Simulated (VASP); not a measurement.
Here is the system:

```
CELL_PARAMETERS angstrom
      0.00000     3.50827     3.50827
      3.50827     0.00000     3.50827
      3.50827     3.50827     0.00000
ATOMIC_POSITIONS crystal
  La 0.00000 0.00000 0.00000
  Al 0.25000 0.25000 0.25000
```

The numbers are results of PBE GGA, VASP's PBE PAW potentials (set 64) (plane waves; VASP), not measurements. Numerical set-up: 400 eV cut-off, Gaussian smearing of 0.050 eV, potentials La Al.

Question: What does the run give for the band gap (along the path) with the smallest direct gap where there is one?

Answer: 
```yaml
band gap (along the path): none (metal, semimetal or under 0.01 eV)
```

The structure was generated: LaAl was put into the zinc blende type (F-43m), which need not be its known phase. It was relaxed first, which changed the volume by -21 %.
